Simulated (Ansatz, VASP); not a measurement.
One calculation of Sr3Zn, two programs

```
Sr Zn
1.0
     5.47994    0.00000    0.00000
     0.00000    5.47994    0.00000
     0.00000    0.00000    5.47994
Sr Zn
3 1
Direct
  0.50000 0.00000 0.50000
  0.50000 0.50000 0.00000
  0.00000 0.50000 0.50000
  0.00000 0.00000 0.03650
```

The cell comes from a database or a generator and needn't be the stable form of this composition.

Alike in both runs: task single point; functional PBEsol; k mesh 5 × 5 × 5; occupations fermi-dirac, width 0.1 eV; no spin polarisation.

```csv
,VASP,Ansatz
version,VASP 6.6.1,Ansatz 0.2.0
potentials or method,"VASP PAW PBE potentials, release 64 (Sr_sv, Zn)","plane waves, PAW"
plane-wave cutoff (eV),520,517
valence electrons in the cell,42,42
```

```tsv
	VASP	Ansatz	Ansatz less VASP
rms of the force components (eV/Å)	0.031	0.031	+0.0001
```

Atom by atom the forces differ by 0.000 eV/Å (rms over components).

Caveats: the PAW data sets were made with another functional, which shifts forces and pressure a little (VASP).
